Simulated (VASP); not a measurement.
OSZICAR of a VASP run on Te (trig):

OSZICAR:
```
       N       E                     dE             d eps       ncg     rms          rms(c)
DAV:   1     0.973062059515E+03    0.97306E+03   -0.57772E-01   338   0.554E+00    0.180E+00
DAV:   2     0.973090629990E+03    0.28570E-01   -0.91916E-01   353   0.592E+00    0.243E+00
DAV:   3     0.973105278338E+03    0.14648E-01   -0.61443E-02   348   0.149E+00    0.257E+00
DAV:   4     0.973117941567E+03    0.12663E-01   -0.50791E-03   358   0.477E-01    0.230E+00
DAV:   5     0.973244754217E+03    0.12681E+00   -0.17922E-02   338   0.981E-01    0.408E-01
DAV:   6     0.973354237066E+03    0.10948E+00   -0.92897E-03   348   0.678E-01    0.908E-01
DAV:   7     0.973367594787E+03    0.13358E-01   -0.51799E-03   358   0.504E-01    0.746E-01
DAV:   8     0.973385855163E+03    0.18260E-01   -0.16016E-03   348   0.319E-01    0.650E-02
DAV:   9     0.973384302242E+03   -0.15529E-02   -0.23829E-03   338   0.426E-01    0.125E-01
DAV:  10     0.973379878437E+03   -0.44238E-02   -0.16748E-04   368   0.112E-01    0.715E-02
DAV:  11     0.973380124861E+03    0.24642E-03   -0.22514E-05   343   0.335E-02    0.585E-02
DAV:  12     0.973378656511E+03   -0.14683E-02   -0.52600E-05   353   0.493E-02    0.145E-02
DAV:  13     0.973379486285E+03    0.82977E-03   -0.26680E-06   321   0.122E-02    0.156E-02
DAV:  14     0.973379713776E+03    0.22749E-03   -0.36086E-07   174   0.445E-03    0.166E-02
DAV:  15     0.973380405109E+03    0.69133E-03   -0.21287E-06   250   0.120E-02    0.746E-03
DAV:  16     0.973381001314E+03    0.59620E-03   -0.32442E-06   338   0.135E-02    0.517E-03
DAV:  17     0.973381034898E+03    0.33584E-04   -0.81893E-08   169   0.255E-03    0.361E-03
DAV:  18     0.973381159391E+03    0.12449E-03   -0.21092E-08   169   0.123E-03    0.186E-03
DAV:  19     0.973381208424E+03    0.49033E-04   -0.34011E-08   169   0.167E-03    0.843E-04
DAV:  20     0.973381197883E+03   -0.10541E-04   -0.16149E-08   169   0.951E-04    0.602E-04
DAV:  21     0.973381209933E+03    0.12050E-04   -0.14313E-09   169   0.310E-04    0.728E-04
DAV:  22     0.973381210750E+03    0.81689E-06   -0.24748E-09   169   0.408E-04
   1 F= 0.97338121E+03 E0= 0.97338121E+03  d E =-.146232E-15
       N       E                     dE             ncg
       N       E                     dE             ncg
       N       E                     dE             ncg
       N       E                     dE             ncg
       N       E                     dE             ncg
```

Question: Which electronic solver shows in the log?

Answer: It is blocked Davidson (ALGO = Normal, or the opening steps of other solvers). The INCAR had ALGO = Normal.

Question: Can the final energy be trusted as converged?

Answer: Self-consistency was reached. It stopped with EDIFF = 1E-6, NELM = 200 (modified Becke-Johnson potential (mBJ), plane waves, VASP's PBE PAW potentials (set 64)). mBJ is a potential without an energy functional, so only the levels count.

The compound is Te in the trig structure. It was relaxed first. The cell's shape comes from a PBE relaxation.
